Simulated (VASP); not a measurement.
# C (P6_3mc) in VASP: notebook, part 2 of 2

VASP 6.6.1. The steps go on from the part before.

## 3. Electric field gradients, PBE

INCAR

```
SYSTEM = C
PREC = Accurate
ENCUT = 520
EDIFF = 1E-8
ISMEAR = -1
SIGMA = 0.05
LREAL = .FALSE.
LASPH = .TRUE.
NELM = 100
ALGO = Normal
ISIF = 2
LWAVE = .FALSE.
LCHARG = .FALSE.
GGA = PE
LEFG = .TRUE.
NBANDS = 16
```

KPOINTS

```
regular mesh
0
G
  19 19 6
  0 0 0
```

POSCAR

```
C
1.0
    2.4699988104      0.0000000000      0.0000000000
   -1.2349994052      2.1390817171      0.0000000000
    0.0000000000      0.0000000000      6.7900000000
C
4
Direct
    0.0000000000      0.0000000000      0.0000000000
    0.0000000000      0.0000000000      0.5000000000
    0.3333333333      0.6666666667      0.0050000000
    0.6666666667      0.3333333333      0.5050000000
```

Potentials or basis: VASP PAW PBE potentials, release 64 (C).

Run with:

```sh
cat potpaw_PBE.64/C/POTCAR > POTCAR
mpirun -np 1 vasp_std > vasp.out
```

OUTCAR:

```text
SYSTEM = C
   PREC = Accurate
   ENCUT = 520
   EDIFF = 1E-8
   ISMEAR = -1
   LREAL = .FALSE.
   LASPH = .TRUE.
   NELM = 100
   ISIF = 2
   GGA = PE

 ion  position               nearest neighbor table
   1  0.000  0.000  0.000-   3 1.43   3 1.43   3 1.43
   2  0.000  0.000  0.500-   4 1.43   4 1.43   4 1.43
   3  0.333  0.667  0.005-   1 1.43   1 1.43   1 1.43
   4  0.667  0.333  0.505-   2 1.43   2 1.43   2 1.43

  LATTYP: Found a hexagonal cell.
 ALAT       =     2.4699988104
 C/A-ratio  =     2.7489891782

  Lattice vectors:

 A1 = (   2.4699988104,   0.0000000000,   0.0000000000)
 A2 = (  -1.2349994052,   2.1390817171,   0.0000000000)
 A3 = (   0.0000000000,   0.0000000000,   6.7900000000)

Analysis of symmetry for initial positions (statically):
=====================================================================
 Subroutine PRICEL returns:
 Original cell was already a primitive cell.

 Routine SETGRP: Setting up the symmetry group for a
 hexagonal supercell.

 Subroutine GETGRP returns: Found 12 space group operations
 (whereof  6 operations were pure point group operations)
 out of a pool of 24 trial point group operations.

The static configuration has the point symmetry C_3v.
 The point group associated with its full space group is C_6v.

Analysis of symmetry for dynamics (positions and initial velocities):
=====================================================================
 Subroutine PRICEL returns:
 Original cell was already a primitive cell.

 Routine SETGRP: Setting up the symmetry group for a
 hexagonal supercell.
[... 624 lines left out ...]

  FORCE on cell =-STRESS in cart. coord.  units (eV):
  Direction    XX          YY          ZZ          XY          YZ          ZX
  --------------------------------------------------------------------------------------
  -------------------------------------------------------------------------------------
  Total       -0.3119419     -0.3119419      0.6468535     -0.0000000      0.0000000      0.0000000
  in kB      -13.9312587    -13.9312587     28.8883426     -0.0000000      0.0000000      0.0000000
  external PRESSURE =       0.3419417 kB  Pullay stress =       0.0000000 kB

 VOLUME and BASIS-vectors are now :
 -----------------------------------------------------------------------------
  energy-cutoff  :      520.00
  volume of cell :       35.88
      direct lattice vectors                 reciprocal lattice vectors
     2.469998810  0.000000000  0.000000000     0.404858495  0.233745161  0.000000000
    -1.234999405  2.139081717  0.000000000     0.000000000  0.467490322  0.000000000
     0.000000000  0.000000000  6.790000000     0.000000000  0.000000000  0.147275405

 POSITION                                       TOTAL-FORCE (eV/Angst)
 -----------------------------------------------------------------------------------
      0.00000      0.00000      0.00000         0.000000      0.000000      0.567812
      0.00000      0.00000      3.39500        -0.000000     -0.000000      0.567812
     -0.00000      1.42605      0.03395         0.000000     -0.000000     -0.567812
      1.23500      0.71303      3.42895        -0.000000      0.000000     -0.567812
 -----------------------------------------------------------------------------------
    total drift:                               -0.000000     -0.000000     -0.000003

  FREE ENERGIE OF THE ION-ELECTRON SYSTEM (eV)
  ---------------------------------------------------
  free  energy   TOTEN  =       -36.8346419887 eV

  energy  without entropy=      -36.8345453208  energy(sigma->0) =      -36.83459365

 Electric field gradients (V/A^2)
---------------------------------------------------------------------
 ion       V_xx      V_yy      V_zz      V_xy      V_xz      V_yz
---------------------------------------------------------------------
   1     -15.523   -15.524    31.046    -0.001    -0.000     0.000
   2     -15.523   -15.524    31.046    -0.001     0.000    -0.000
   3     -14.723   -14.724    29.448    -0.001    -0.000     0.000
   4     -14.723   -14.724    29.448    -0.001     0.000    -0.000
---------------------------------------------------------------------

 Electric field gradients after diagonalization (V/A^2)
 (convention: |V_zz| > |V_xx| > |V_yy|)
----------------------------------------------------------------------
 ion       V_xx      V_yy      V_zz     asymmetry (V_yy - V_xx)/ V_zz
----------------------------------------------------------------------
   1     -15.524   -15.523    31.046       0.000
   2     -15.524   -15.523    31.046       0.000
   3     -14.725   -14.723    29.448       0.000
   4     -14.725   -14.723    29.448       0.000
----------------------------------------------------------------------

           NMR quadrupolar parameters

 Cq : quadrupolar parameter    Cq=e*Q*V_zz/h
 eta: asymmetry parameters     (V_yy - V_xx)/ V_zz
 Q  : nuclear electric quadrupole moment in mb (millibarn)
----------------------------------------------------------------------
 ion       Cq(MHz)       eta       Q (mb)
----------------------------------------------------------------------
   1       0.075       0.000       1.000
   2       0.075       0.000       1.000
   3       0.071       0.000       1.000
   4       0.071       0.000       1.000
----------------------------------------------------------------------
```

Run time: 42 s. Hardware: 1 thread of AMD EPYC 9R45 (Zen 5), shared host; peak memory 0.15 GiB.

Results:

```
Free energy            : -36.8346 eV
Pressure               : 0.0 GPa
Largest force          : 0.568 eV/Å
Band gap on the k mesh : 0.43 eV, direct
```

Forces in eV/Å, atoms in the order of the input:
```
C    0.000  0.000  0.568
C    0.000  0.000  0.568
C    0.000  0.000 -0.568
C    0.000  0.000 -0.568
```

Stress tensor (GPa, compression positive):
```
-1.39  0.00  0.00
 0.00 -1.39  0.00
 0.00  0.00  2.89
```

Electric field gradients, principal values (V/Å²):
| atom | Vxx | Vyy | Vzz |
| --- | --- | --- | --- |
| 1 C | -15.523 | -15.524 | 31.046 |
| 2 C | -15.523 | -15.524 | 31.046 |
| 3 C | -14.723 | -14.725 | 29.448 |
| 4 C | -14.723 | -14.725 | 29.448 |

Caveat: an odd mesh through Γ misses points on the zone boundary, where band edges often lie; this functional lacks dispersion, which binds the layers, so the pressure and a relaxed spacing across them are unreliable.
